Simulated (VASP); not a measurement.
Calculation: PBE GGA with D4 dispersion, VASP's PBE PAW potentials (set 64) (plane waves; VASP).

A VASP calculation is set up with these files.

INCAR:
```
NELM=100   ! most electronic steps
LWAVE=.False.
GGA=PE
IVDW=13
LMAXMIX=6   ! l cut-off of mixed one-centre charges
SYSTEM=PtS2
LORBIT=11
PREC=Accurate
ISIF=2
NEDOS=601
ALGO=Normal   ! blocked Davidson
LREAL=.False.   ! projection in real space or not
EDIFF=1E-7   ! SCF stop (eV)
ENCUT=520   ! plane-wave cut-off (eV)
ISMEAR=-5   ! tetrahedra, Bloechl
LCHARG=.True.
LEFG=.True.
LASPH=.True.
```

KPOINTS:
```
Automatic mesh
0
Gamma
8 8 5
0 0 0
```

File POSCAR:
```
PtS2
1
    1.7886373129    -3.0980107750    -0.0000000000
    1.7886373129     3.0980107750     0.0000000000
    0.0000000000     0.0000000000     4.7393085925
Pt S
1 2
Direct
  0.0000000000   0.0000000000   0.0000000000
  0.3333330000   0.6666670000   0.2547983321
  0.6666670000   0.3333330000   0.7452016679
```

POTCAR, in this order: Pt S (PBE.64 set). Program: vasp_std.

Output of the run:

File OUTCAR:
```
 ion  position               nearest neighbor table
   1  0.000  0.000  0.000-   2 2.39   3 2.39   3 2.39   2 2.39   3 2.39   2 2.39
   2  0.333  0.667  0.255-   1 2.39   1 2.39   1 2.39
   3  0.667  0.333  0.745-   1 2.39   1 2.39   1 2.39
  LATTYP: Found a hexagonal cell.
 ALAT       =     3.5772746888
 C/A-ratio  =     1.3248377619
 Subroutine PRICEL returns:
 Original cell was already a primitive cell.
 Subroutine GETGRP returns: Found 12 space group operations
The static configuration has the point symmetry D_3d.
The dynamic configuration has the point symmetry D_3d.
 Subroutine INISYM returns: Found 12 space group operations
 Subroutine IBZKPT returns following result:
 Found     40 irreducible k-points:

 Following reciprocal coordinates:
            Coordinates               Weight
  0.000000  0.000000  0.000000      1.000000
  0.125000  0.000000  0.000000      6.000000
  0.250000  0.000000  0.000000      6.000000
  0.375000  0.000000  0.000000      6.000000
  0.500000  0.000000  0.000000      3.000000
  0.125000  0.125000  0.000000      6.000000
  0.250000  0.125000  0.000000     12.000000
...
```

### OSZICAR
```
       N       E                     dE             d eps       ncg     rms          rms(c)
DAV:   1     0.119133517210E+03    0.11913E+03   -0.10660E+04  1200   0.131E+03
DAV:   2    -0.113322986414E+02   -0.13047E+03   -0.12816E+03  1522   0.253E+02
DAV:   3    -0.165901519988E+02   -0.52579E+01   -0.52328E+01  1550   0.540E+01
DAV:   4    -0.166448056549E+02   -0.54654E-01   -0.54643E-01  1543   0.605E+00
DAV:   5    -0.166457412561E+02   -0.93560E-03   -0.93556E-03  1606   0.759E-01    0.184E+01
DAV:   6    -0.155966959807E+02    0.10490E+01   -0.80079E+00  1235   0.289E+01    0.125E+01
DAV:   7    -0.153561786282E+02    0.24052E+00   -0.13843E+00  1221   0.130E+01    0.587E+00
DAV:   8    -0.153409477047E+02    0.15231E-01   -0.89649E-02  1347   0.219E+00    0.138E+00
DAV:   9    -0.153357856571E+02    0.51620E-02   -0.14557E-02  1403   0.136E+00    0.252E-01
DAV:  10    -0.153359734325E+02   -0.18778E-03   -0.18587E-03  1473   0.319E-01    0.786E-02
DAV:  11    -0.153360174774E+02   -0.44045E-04   -0.60878E-05  1445   0.678E-02    0.431E-02
DAV:  12    -0.153360207013E+02   -0.32239E-05   -0.97321E-06  1501   0.309E-02    0.124E-02
DAV:  13    -0.153360220365E+02   -0.13352E-05   -0.17799E-06  1396   0.104E-02    0.408E-03
DAV:  14    -0.153360221564E+02   -0.11995E-06   -0.23415E-07  1459   0.403E-03    0.112E-03
DAV:  15    -0.153360221583E+02   -0.18908E-08   -0.86874E-09   824   0.816E-04
   1 F= -.16711854E+02 E0= -.16711854E+02  d E =0.000000E+00
```

OUTCAR:
```
------------------------ aborting loop because EDIFF is reached ----------------------------------------
  Edisp (eV):   -1.37583
  FORCE on cell =-STRESS in cart. coord.  units (eV):
  Direction    XX          YY          ZZ          XY          YZ          ZX
  --------------------------------------------------------------------------------------
  Total      -0.00639    -0.00639    -0.06503     0.00000     0.00000    -0.00000
  in kB      -0.19485    -0.19485    -1.98356     0.00000     0.00000    -0.00000
  external pressure =       -0.79 kB  Pullay stress =        0.00 kB
  volume of cell :       52.52
      direct lattice vectors                 reciprocal lattice vectors
     1.788637313 -3.098010775  0.000000000     0.279542418 -0.161393887  0.000000000
     1.788637313  3.098010775  0.000000000     0.279542418  0.161393887  0.000000000
     0.000000000  0.000000000  4.739308592     0.000000000  0.000000000  0.211001242
 POSITION                                       TOTAL-FORCE (eV/Angst)
 -----------------------------------------------------------------------------------
      0.00000      0.00000      0.00000         0.000000      0.000000      0.000000
      1.78864      1.03267      1.20757        -0.000000     -0.000000      0.026161
      1.78864     -1.03267      3.53174         0.000000      0.000000     -0.026161
 -----------------------------------------------------------------------------------
    total drift:                               -0.000000     -0.000000      0.000000
  FREE ENERGIE OF THE ION-ELECTRON SYSTEM (eV)
  ---------------------------------------------------
  free  energy   TOTEN  =       -16.7118537361 eV

  energy  without entropy=      -16.7118537361  energy(sigma->0) =      -16.71185374

 total charge

# of ion       s       p       d       tot
------------------------------------------
    1        0.695   0.776   7.982   9.453
    2        1.366   2.265   0.000   3.631
    3        1.366   2.265   0.000   3.631
--------------------------------------------------
tot          3.427   5.306   7.982  16.715

 Electric field gradients after diagonalization (V/A^2)
 (convention: |V_zz| > |V_xx| > |V_yy|)
----------------------------------------------------------------------
 ion       V_xx      V_yy      V_zz     asymmetry (V_yy - V_xx)/ V_zz
----------------------------------------------------------------------
   1     -73.711   -73.711   147.422       0.000
   2      23.853    23.852   -47.704       0.000
   3      23.853    23.852   -47.704       0.000
```
(Selected blocks of OUTCAR.)

The compound is PtS2 in the 1T layered structure. It was relaxed first.
